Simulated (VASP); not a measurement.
## Which native defect does ErNi form most easily?

Which native defect is cheapest in ErNi, and how does that change with the growth condition? The start is a cell from a database of measured crystal structures.

Main program and level: VASP 6.6.1; PBEsol, spin-polarised from a ferromagnetic start, 4f electrons in the core; plane waves and PAW (Er_3, Ni), in the first sound run; inputs show where later runs differ.

## (1) The host crystal

The structure is orthorhombic, space group Pnma (No. 62). The conventional cell has a = 6.990 Å, b = 4.120 Å, c = 5.410 Å, α = 90.00°, β = 90.00°, γ = 90.00°. Nearest to Er lie 7 Ni at 2.81 to 2.95 Å. Nearest to Ni lie 2 Ni at 2.46 Å and 7 Er at 2.81 to 2.95 Å. Farther neighbours are not listed.

Structure file:

```xyz
8
Lattice="6.9900 0.0000 0.0000 0.0000 4.1200 0.0000 0.0000 0.0000 5.4100" Properties=species:S:1:pos:R:3 pbc="T T T"
Er    5.7248    3.0900    4.7175
Er    4.7602    1.0300    2.0125
Er    2.2298    3.0900    3.3975
Er    1.2652    1.0300    0.6925
Ni    6.7314    3.0900    2.0829
Ni    3.7536    1.0300    4.7879
Ni    3.2364    3.0900    0.6222
Ni    0.2586    1.0300    3.3272
```

## (2) The host at zero pressure

First cell and atoms are relaxed at a raised cutoff, so that later runs start from this functional's own cell.

The input, INCAR:

```
SYSTEM = ErNi
PREC = Accurate
ENCUT = 360
EDIFF = 1E-06
NELM = 120
ISMEAR = 1
SIGMA = 0.15
LREAL = .FALSE.
ALGO = Normal
GGA = PS
NBANDS = 54
ISPIN = 2
MAGMOM = 0 0 0 0 1 1 1 1
LMAXMIX = 6
LORBIT = 11
LWAVE = .FALSE.
LCHARG = .FALSE.
KPAR = 8
IBRION = 2
NSW = 40
ISIF = 3
EDIFFG = -0.02
POTIM = 0.4
```

The input, POSCAR:

```
ErNi
1.0
    6.9900000000      0.0000000000      0.0000000000
    0.0000000000      4.1200000000      0.0000000000
    0.0000000000      0.0000000000      5.4100000000
Er Ni
4 4
Direct
    0.8190000000      0.7500000000      0.8720000000
    0.6810000000      0.2500000000      0.3720000000
    0.3190000000      0.7500000000      0.6280000000
    0.1810000000      0.2500000000      0.1280000000
    0.9630000000      0.7500000000      0.3850000000
    0.5370000000      0.2500000000      0.8850000000
    0.4630000000      0.7500000000      0.1150000000
    0.0370000000      0.2500000000      0.6150000000
```

The input, KPOINTS:

```
Automatic mesh
0
Gamma
4 6 5
0 0 0
```

The projector-augmented-wave data sets are Er_3 and Ni (PBE family, release 64).

Run with:

```bash
$ mpirun -np 8 vasp_std
```

The program printed:

```text
[banner, memory and clock lines left out]
running    8 mpi-ranks, on    1 nodes
 distrk:  each k-point on    1 cores,    8 groups
 distr:  one band on    1 cores,    1 groups

 POSCAR found type information on POSCAR ErNi
 POSCAR found :  2 types and       8 ions
|                                                                             |
|           W    W    AA    RRRRR   N    N  II  N    N   GGGG   !!!           |
|           W    W   A  A   R    R  NN   N  II  NN   N  G    G  !!!           |
|           W    W  A    A  R    R  N N  N  II  N N  N  G       !!!           |
|           W WW W  AAAAAA  RRRRR   N  N N  II  N  N N  G  GGG   !            |
|           WW  WW  A    A  R   R   N   NN  II  N   NN  G    G                |
|           W    W  A    A  R    R  N    N  II  N    N   GGGG   !!!           |
|                                                                             |
|     For optimal performance we recommend to set                             |
|       NCORE = 2 up to number-of-cores-per-socket                            |
|     NCORE specifies how many cores store one orbital (NPAR=cpu/NCORE).      |
|     This setting can greatly improve the performance of VASP for DFT.       |
|     The default, NCORE=1 might be grossly inefficient on modern             |
|     multi-core architectures or massively parallel machines. Do your        |
|     Unfortunately you need to use the default for GW and RPA                |
|     calculations (for HF NCORE is supported but not extensively tested      |
|     yet).                                                                   |
|                                                                             |

|                                                                             |
|               ----> ADVICE to this user running VASP <----                  |
|                                                                             |
|     You enforced a specific xc type in the INCAR file but a different       |
|     [... a line on the potential file left out ...]
|     I HOPE YOU KNOW WHAT YOU ARE DOING!                                     |
|                                                                             |

 LDA part: xc-table for (Slater+PW92), standard interpolation
 POSCAR, INCAR and KPOINTS ok, starting setup
 FFT: planning ... GRIDC
 FFT: planning ... GRID_SOFT
 FFT: planning ... GRID
 WAVECAR not read
 entering main loop
       N       E                     dE             d eps       ncg     rms          rms(c)
DAV:   1     0.518365174408E+03    0.51837E+03   -0.24787E+04 11336   0.126E+03
DAV:   2     0.254472721264E+01   -0.51582E+03   -0.49705E+03 12304   0.678E+02
DAV:   3    -0.494898133460E+02   -0.52035E+02   -0.46217E+02 14696   0.220E+02
DAV:   4    -0.537984442699E+02   -0.43086E+01   -0.38482E+01 14112   0.529E+01
DAV:   5    -0.541166308500E+02   -0.31819E+00   -0.30824E+00 14480   0.138E+01    0.718E+01
DAV:   6    -0.939708321884E+02   -0.39854E+02   -0.25331E+02 13520   0.185E+02    0.674E+01
DAV:   7    -0.489813463853E+02    0.44989E+02   -0.12390E+02 13424   0.889E+01    0.154E+01
DAV:   8    -0.524456168323E+02   -0.34643E+01   -0.32889E+01 14944   0.452E+01    0.374E+01
DAV:   9    -0.487599498401E+02    0.36857E+01   -0.23802E+01 14880   0.502E+01    0.109E+01
DAV:  10    -0.488262408702E+02   -0.66291E-01   -0.15768E+00 12216   0.863E+00    0.107E+01
DAV:  11    -0.485472949931E+02    0.27895E+00   -0.99063E-02 13920   0.342E+00    0.896E+00
DAV:  12    -0.481256995133E+02    0.42160E+00   -0.26187E-01 14944   0.459E+00    0.548E+00
DAV:  13    -0.480039438273E+02    0.12176E+00   -0.14175E-01 15040   0.269E+00    0.304E+00
DAV:  14    -0.479471397580E+02    0.56804E-01   -0.10484E-01 14912   0.314E+00    0.889E-01
DAV:  15    -0.479498587779E+02   -0.27190E-02   -0.21256E-02 13424   0.109E+00    0.389E-01
DAV:  16    -0.479494843012E+02    0.37448E-03   -0.56718E-03 12280   0.761E-01    0.199E-01
DAV:  17    -0.479501439775E+02   -0.65968E-03   -0.39541E-03 14008   0.742E-01    0.331E-01
DAV:  18    -0.479492874358E+02    0.85654E-03   -0.13806E-03 14040   0.426E-01    0.276E-02
DAV:  19    -0.479493070320E+02   -0.19596E-04   -0.16698E-04 12672   0.823E-02    0.382E-02
DAV:  20    -0.479493085280E+02   -0.14960E-05   -0.91811E-06 10288   0.286E-02    0.270E-02
DAV:  21    -0.479493075415E+02    0.98650E-06   -0.25118E-06  5784   0.281E-02
   1 F= -.47949308E+02 E0= -.47947000E+02  d E =-.479493E+02  mag=    -0.0003
 curvature:   0.00 expect dE= 0.000E+00 dE for cont linesearch  0.000E+00
 trial: gam= 0.00000 g(F)=  0.556E-02 g(S)=  0.230E+00 ort = 0.000E+00 (trialstep = 0.100E+01)
 search vector abs. value=  0.236E+00
 bond charge predicted
       N       E                     dE             d eps       ncg     rms          rms(c)
DAV:   1    -0.540796400244E+02   -0.61303E+01   -0.45282E+01 11948   0.627E+01    0.362E+01
DAV:   2    -0.886310755413E+02   -0.34551E+02   -0.20089E+02 13520   0.176E+02    0.623E+01
DAV:   3    -0.527125092537E+02    0.35919E+02   -0.69600E+01 13184   0.734E+01    0.228E+01
DAV:   4    -0.482627048921E+02    0.44498E+01   -0.98986E+00 14680   0.288E+01    0.765E+00
DAV:   5    -0.480426195007E+02    0.22009E+00   -0.27204E+00 14928   0.109E+01    0.292E+00
DAV:   6    -0.480623399729E+02   -0.19720E-01   -0.13832E-01 12824   0.305E+00    0.336E+00
DAV:   7    -0.480590670063E+02    0.32730E-02   -0.62484E-03 13168   0.102E+00    0.258E+00
DAV:   8    -0.480531954733E+02    0.58715E-02   -0.53048E-02 14784   0.245E+00    0.111E+00
DAV:   9    -0.480518352595E+02    0.13602E-02   -0.96567E-03 13160   0.635E-01    0.100E+00
DAV:  10    -0.480496812035E+02    0.21541E-02   -0.10969E-03 14656   0.414E-01    0.555E-01
DAV:  11    -0.480490231507E+02    0.65805E-03   -0.79781E-04 15000   0.219E-01    0.281E-01
DAV:  12    -0.480488494161E+02    0.17373E-03   -0.18982E-04 14984   0.121E-01    0.123E-01
DAV:  13    -0.480487993066E+02    0.50109E-04   -0.76763E-05 13760   0.907E-02    0.148E-02
DAV:  14    -0.480488018988E+02   -0.25922E-05   -0.16041E-05 11312   0.360E-02    0.181E-02
DAV:  15    -0.480488002632E+02    0.16356E-05   -0.13368E-06  5112   0.220E-02    0.685E-03
DAV:  16    -0.480488005673E+02   -0.30411E-06   -0.10675E-06  5112   0.214E-02
   2 F= -.48048801E+02 E0= -.48047723E+02  d E =-.994930E-01  mag=     0.0000
[... from here on, the cycles between the ionic steps are left out ...]
   3 F= -.48052470E+02 E0= -.48051168E+02  d E =-.103163E+00  mag=     0.0000
   4 F= -.48052439E+02 E0= -.48051160E+02  d E =-.103131E+00  mag=    -0.0000
   5 F= -.48068053E+02 E0= -.48067221E+02  d E =-.156140E-01  mag=    -0.0000
   6 F= -.48089178E+02 E0= -.48089372E+02  d E =-.367394E-01  mag=     0.0000
   7 F= -.48092541E+02 E0= -.48092839E+02  d E =-.336249E-02  mag=     0.0000
   8 F= -.48092588E+02 E0= -.48092891E+02  d E =-.340979E-02  mag=     0.0000
   9 F= -.48092644E+02 E0= -.48092958E+02  d E =-.346601E-02  mag=    -0.0000
  10 F= -.48095403E+02 E0= -.48095810E+02  d E =-.275886E-02  mag=     0.0000
  11 F= -.48098166E+02 E0= -.48098639E+02  d E =-.552132E-02  mag=    -0.0000
  12 F= -.48097253E+02 E0= -.48097715E+02  d E =-.460890E-02  mag=     0.0000
  13 F= -.48098810E+02 E0= -.48099290E+02  d E =-.616549E-02  mag=    -0.0000
  14 F= -.48098785E+02 E0= -.48099262E+02  d E =-.614034E-02  mag=     0.0000
  15 F= -.48098823E+02 E0= -.48099302E+02  d E =-.617835E-02  mag=    -0.0000
  16 F= -.48099662E+02 E0= -.48100184E+02  d E =-.839098E-03  mag=     0.0000
  17 F= -.48099961E+02 E0= -.48100516E+02  d E =-.113838E-02  mag=     0.0000
  18 F= -.48100018E+02 E0= -.48100651E+02  d E =-.119527E-02  mag=    -0.0000
  19 F= -.48100081E+02 E0= -.48100679E+02  d E =-.125876E-02  mag=     0.0000
 curvature:  -3.94 expect dE=-0.251E-02 dE for cont linesearch -0.458E-07
 trial: gam= 0.70497 g(F)=  0.586E-04 g(S)=  0.580E-03 ort = 0.469E-05 (trialstep = 0.169E+01)
 search vector abs. value=  0.159E-02
 bond charge predicted
       N       E                     dE             d eps       ncg     rms          rms(c)
DAV:   1    -0.481208919909E+02   -0.20811E-01   -0.53663E-01 14710   0.684E+00    0.184E+00
DAV:   2    -0.482482551304E+02   -0.12736E+00   -0.65285E-01 14128   0.857E+00    0.406E+00
DAV:   4    -0.481008949253E+02   -0.89174E-03   -0.19624E-02 13026   0.116E+00    0.211E-01
DAV:   5    -0.481004970268E+02    0.39790E-03   -0.19167E-03 14194   0.410E-01    0.114E-01
DAV:   6    -0.481004887147E+02    0.83122E-05   -0.21841E-04 13040   0.127E-01    0.792E-02
DAV:   7    -0.481004745331E+02    0.14182E-04   -0.39564E-05 13088   0.712E-02    0.104E-02
DAV:   8    -0.481004754640E+02   -0.93089E-06   -0.11505E-05 10952   0.263E-02    0.514E-03
DAV:   9    -0.481004753533E+02    0.11069E-06   -0.49628E-07  5112   0.136E-02
  20 F= -.48100475E+02 E0= -.48101184E+02  d E =-.393873E-03  mag=    -0.0000
 trial-energy change:   -0.000394  1 .order   -0.000382   -0.001081    0.000317
 step:   1.3178(harm=  1.3036)  dis= 0.00298  next Energy=   -48.100510 (dE=-0.428E-03)
 reached required accuracy - stopping structural energy minimisation
```

Wall time 18 min (8 MPI ranks of Intel Xeon Platinum 8488C (Sapphire Rapids), shared host); peak memory 3.6 GiB.

The logs omit lines about the potential files and the build; timing stands in the text.

Parts of OUTCAR (step 2):

```text
ion  position               nearest neighbor table
   1  0.819  0.750  0.872-   7 2.81   5 2.82   6 2.85   6 2.85   8 2.92   8 2.92   5 2.95   2 3.53
                             2 3.53   2 3.53   2 3.53   4 3.54   4 3.54   3 3.74   3 3.74
   2  0.681  0.250  0.372-   8 2.81   6 2.82   5 2.85   5 2.85   7 2.92   7 2.92   6 2.95   1 3.53
                             1 3.53   1 3.53   1 3.53   3 3.54   3 3.54   4 3.74   4 3.74
   3  0.319  0.750  0.628-   5 2.81   7 2.82   8 2.85   8 2.85   6 2.92   6 2.92   7 2.95   4 3.53
                             4 3.53   4 3.53   4 3.53   2 3.54   2 3.54   1 3.74   1 3.74
   4  0.181  0.250  0.128-   6 2.81   8 2.82   7 2.85   7 2.85   5 2.92   5 2.92   8 2.95   3 3.53
                             3 3.53   3 3.53   3 3.53   1 3.54   1 3.54   2 3.74   2 3.74
   5  0.963  0.750  0.385-   8 2.46   8 2.46   3 2.81   1 2.82   2 2.85   2 2.85   4 2.92   4 2.92
                             1 2.95
   6  0.537  0.250  0.885-   7 2.46   7 2.46   4 2.81   2 2.82   1 2.85   1 2.85   3 2.92   3 2.92
                             2 2.95
   7  0.463  0.750  0.115-   6 2.46   6 2.46   1 2.81   3 2.82   4 2.85   4 2.85   2 2.92   2 2.92
                             3 2.95
   8  0.037  0.250  0.615-   5 2.46   5 2.46   2 2.81   4 2.82   3 2.85   3 2.85   1 2.92   1 2.92
                             4 2.95

  LATTYP: Found a simple orthorhombic cell.
 ALAT       =     4.1200000000
 B/A-ratio  =     1.3131067961
 C/A-ratio  =     1.6966019417

 Subroutine GETGRP returns: Found  8 space group operations
 (whereof  2 operations were pure point group operations)

The static configuration has the point symmetry S_2 .
 The point group associated with its full space group is D_2h.

 Found     36 irreducible k-points:

   k-points           NKPTS =     36   k-points in BZ     NKDIM =     36   number of bands    NBANDS=     54

   dimension x,y,z NGX =    48 NGY =   28 NGZ =   36
   dimension x,y,z NGXF=    96 NGYF=   56 NGZF=   72

   ENCUT  =  360.0 eV  26.46 Ry    5.14 a.u.  10.81  6.37  8.37*2*pi/ulx,y,z

   NELECT =      76.0000    total number of electrons

 k-points in reciprocal lattice and weights: Automatic mesh
   0.00000000  0.00000000  0.00000000       0.008
   0.25000000  0.00000000  0.00000000       0.017
   0.50000000  0.00000000  0.00000000       0.008
   0.00000000  0.16666667  0.00000000       0.017
   0.25000000  0.16666667  0.00000000       0.033
   0.50000000  0.16666667  0.00000000       0.017
   0.00000000  0.33333333  0.00000000       0.017
   0.25000000  0.33333333  0.00000000       0.033
   0.50000000  0.33333333  0.00000000       0.017
[...]
0.25000000  0.50000000  0.40000000       0.033
   0.50000000  0.50000000  0.40000000       0.017

 average (electrostatic) potential at core
       1 -31.4954       2 -31.4954       3 -31.4954       4 -31.4954       5 -85.6507
       6 -85.6507       7 -85.6507       8 -85.6507

 E-fermi :   5.2690

 spin component 1
 k-point     1 :       0.0000    0.0000    0.0000
  band No.  band energies     occupation
    ...
     35       4.0362      1.00000
     36       4.2062      1.00000
     37       4.7914      1.00003
     38       4.8975      1.00128
     39       4.9888      1.01194
     40       5.3131      0.26300
     41       6.3638     -0.00000
     42       6.9429     -0.00000
     43       7.0125     -0.00000
     44       7.3822     -0.00000
    ...

 k-point     2 :       0.2500    0.0000    0.0000
  band No.  band energies     occupation
    ...
     33       3.9300      1.00000
     34       4.0227      1.00000
     35       4.0656      1.00000
     36       4.2013      1.00000
     37       4.8493      1.00028
     38       5.3338      0.16967
     39       5.5026     -0.02505
     40       5.6720     -0.00048
     41       6.3546     -0.00000
     42       6.8786     -0.00000
    ...

 k-point     3 :       0.5000    0.0000    0.0000
  band No.  band energies     occupation
    ...
     32       3.9142      1.00000
     33       3.9805      1.00000
     34       3.9805      1.00000
     35       4.1630      1.00000
     36       4.1630      1.00000
     37       5.4632     -0.03478
     38       5.4632     -0.03478
     39       6.2182     -0.00000
     40       6.2182     -0.00000
     41       6.4477     -0.00000
    ...

 k-point     4 :       0.0000    0.1667    0.0000
  band No.  band energies     occupation
    ...
     34       4.0135      1.00000
     35       4.0425      1.00000
     36       4.3654      1.00000
     37       4.4978      1.00000
     38       4.8951      1.00119
     39       5.4721     -0.03332
     40       5.7121     -0.00012
     41       5.7911     -0.00000
     42       6.6301     -0.00000
     43       6.8517     -0.00000
    ...

 k-point     5 :       0.2500    0.1667    0.0000
  band No.  band energies     occupation
    ...
     34       4.0357      1.00000
     35       4.0453      1.00000
     36       4.3080      1.00000
     37       4.7938      1.00004
     38       5.1187      1.02538
     39       5.3623      0.07042
     40       5.9130     -0.00000
     41       6.1393     -0.00000
     42       6.6226     -0.00000
     43       6.6355     -0.00000
    ...

 k-point     6 :       0.5000    0.1667    0.0000
  band No.  band energies     occupation
    ...
     34       4.0150      1.00000
     35       4.1711      1.00000
     36       4.1711      1.00000
     37       5.1631      0.96195
     38       5.1631      0.96195
     39       5.8034     -0.00000
     40       5.8034     -0.00000
     41       6.4874     -0.00000
     42       6.4874     -0.00000
     43       6.6694     -0.00000
    ...

  Total        0.1412339      0.1186813      0.0751826      0.0000000      0.0000000      0.0000000
  in kB        1.5393401      1.2935342      0.8194327      0.0000000      0.0000000      0.0000000
  external PRESSURE =       1.2174356 kB  Pullay stress =       0.0000000 kB

  energy-cutoff  :      360.00
  volume of cell :      147.00
      direct lattice vectors                 reciprocal lattice vectors
     6.744446970  0.000000000  0.000000000     0.148270126  0.000000000  0.000000000
     0.000000000  4.162953800 -0.000000000     0.000000000  0.240214052 -0.000000000
     0.000000000  0.000000000  5.235605670     0.000000000  0.000000000  0.190999870

 POSITION                                       TOTAL-FORCE (eV/Angst)
 -----------------------------------------------------------------------------------
      5.52758      3.12222      4.53309         0.004689      0.000000      0.012678
      4.58909      1.04074      1.91529        -0.004689      0.000000      0.012678
      2.15536      3.12222      3.32032         0.004689     -0.000000     -0.012678
      1.21687      1.04074      0.70252        -0.004689     -0.000000     -0.012678
      6.49339      3.12222      1.94127        -0.003608     -0.000000     -0.007733
      3.62328      1.04074      4.55907         0.003608     -0.000000     -0.007733
      3.12116      3.12222      0.67653        -0.003608      0.000000      0.007733
      0.25106      1.04074      3.29433         0.003608      0.000000      0.007733
 -----------------------------------------------------------------------------------
    total drift:                                0.000000      0.000000     -0.000000

  FREE ENERGIE OF THE ION-ELECTRON SYSTEM (eV)
  ---------------------------------------------------
  free  energy   TOTEN  =       -48.1004753533 eV

  energy  without entropy=      -48.1026019947  energy(sigma->0) =      -48.10118423

 reached required accuracy - stopping structural energy minimisation

 total charge
# of ion       s       p       d       tot
------------------------------------------
    1        0.523   6.803   1.268   8.594
    2        0.523   6.803   1.268   8.594
    3        0.523   6.803   1.268   8.594
    4        0.523   6.803   1.268   8.594
    5        0.606   0.346   8.387   9.339
    6        0.606   0.346   8.387   9.339
    7        0.606   0.346   8.387   9.339
    8        0.606   0.346   8.387   9.339
--------------------------------------------------
tot          4.517  28.597  38.619  71.732

 magnetization (x)
# of ion       s       p       d       tot
------------------------------------------
    1       -0.000  -0.000  -0.000  -0.000
    2       -0.000  -0.000  -0.000  -0.000
    3       -0.000  -0.000  -0.000  -0.000
    4       -0.000  -0.000  -0.000  -0.000
    5       -0.000  -0.000   0.000   0.000
    6       -0.000  -0.000   0.000   0.000
    7       -0.000  -0.000   0.000   0.000
    8       -0.000  -0.000   0.000   0.000
--------------------------------------------------
tot         -0.000  -0.000  -0.000  -0.000

[... 3 further parts left out ...]
```

CONTCAR:

```
ErNi
   1.00000000000000
     6.7444469701721577    0.0000000000000000    0.0000000000000000
     0.0000000000000000    4.1629537996259645   -0.0000000000000000
     0.0000000000000000    0.0000000000000000    5.2356056701115277
  Er              Ni
     4     4
Direct
     0.8195748863113633    0.7500000000000000    0.8658195961515330
     0.6804251136886367    0.2500000000000000    0.3658195961515332
     0.3195748863113633    0.7500000000000000    0.6341804038484670
     0.1804251136886368    0.2500000000000000    0.1341804038484669
     0.9627751605449375    0.7500000000000000    0.3707825256874791
     0.5372248394550625    0.2500000000000000    0.8707825256874793
     0.4627751605449377    0.7500000000000000    0.1292174743125208
     0.0372248394550624    0.2500000000000000    0.6292174743125207
```

The data set Er_3 holds the 4f electrons frozen in the core, so no f bands or f moments appear. The moments of the start collapse, so the state is non-magnetic; other starts or orders were not tried. The k-mesh is coarse for a metal. LASPH is off, so gradient terms of the non-spherical density inside the spheres are left out; for open d or f shells this can shift gaps and moments. The PAW data sets were made with PBE, which is usual practice but a small mismatch for other functionals. The run keeps the 8 symmetry operations of its start, so it cannot find a distortion of lower symmetry.

(Part 1 of 5 ends here.)

[Lines on the potential files, build, host, timing and source positions are cut from VASP's logs without a mark.]

[Logs are printed without paths, hosts, clocks, repeated set-up lines and the standing remarks that a program may print on its own settings, such as how far it seeks lower states.]

[Hosts, paths, dates, database ids (printed as entryN), source tags and the programs' standing remarks are cut or masked in the printed files.]

[In band tables of VASP the shares of atoms and orbitals are scaled to a sum of 1 inside the atoms' spheres.]

[Runs that stopped without an error message from VASP are left out.]
